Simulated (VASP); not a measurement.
## Lattice constant a of rock-salt alkali halides: PBEsol against PBE

VASP (plane waves, PAW); cells keep the symmetry of their structure type. Static lattice, each level at its own minimum.

Here x stands for PBE a and y for PBEsol less PBE.

| solid | PBE a (Å) | PBEsol less PBE (Å) | cut-off (eV) |
|---|---|---|---|
| LiF | 4.069 | -0.055 | 520 |
| LiCl | 5.150 | -0.083 | 520 |
| KF | 5.433 | -0.113 | 520 |
| LiBr | 5.511 | -0.097 | 520 |
| RbCl | 6.704 | ? | 520 |
| KBr | 6.713 | -0.153 | 520 |
| KI | 7.190 | -0.173 | 520 |

Fit y of the 6 rows that show it with a straight line. With u = x - 5.7, the rows have u = -1.6310, -0.5500, -0.2670, -0.1890, 1.0130, 1.4900. Means: u -0.022333, y -0.1123. About the means, the sum of products is -0.24395 and the sum of squares of u is 6.3129; the slope is their ratio. Least squares gives y = -0.1132 - 0.03864·u. Residuals (row less fit): -0.0048, 0.0089, -0.0101, 0.0089, -0.0007, -0.0022; standard error 0.0085 (degrees of freedom: 4). The slope is -0.0386 with a standard error of 0.0034.

Task: Predict the withheld y at x = 6.704 from the fit, and compare with the calculation.

Result: u = 1.0040, so y = -0.1132 - 0.03864 × 1.0040 = -0.1520 Å. The calculation gives -0.154 Å, 0.0020 Å below the prediction (1.7 % of the range of y in the table). The row lies between fitted rows. From the scatter of the fitted rows alone, a prediction at this place has a standard error of 0.0098 Å, so the miss is 0.2 times that.

The rows are a random draw from the solids of this series computed here; series whose standard error about the line passes 12 to 30 % of the range of y, or with no trend, aren't shown in this form.
